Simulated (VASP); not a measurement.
Here is the system:

```xyz
2
Lattice="0.0000 3.0534 3.0534 3.0534 0.0000 3.0534 3.0534 3.0534 0.0000" Properties=species:S:1:pos:R:3 pbc="T T T"
Pb     0.0000     0.0000     0.0000
S      3.0534     3.0534     3.0534
```

All values below come from optB88-vdW, VASP's PBE PAW potentials (set 64) (plane waves; VASP). Numerical set-up: 520 eV cut-off, 8×8×8 Γ-centred mesh, Gaussian smearing of 0.050 eV, potentials Pb_d S.

Q: Give the stress tensor in GPa (positive for a compressed cell).

A: 
```
-2.86   0.00   0.00
 0.00  -2.86   0.00
 0.00   0.00  -2.86
```
The pressure is its mean diagonal, -2.86 GPa.

The compound is PbS in the rock salt structure. This cell is one point of a volume scan, at 1.06 of the reference volume.
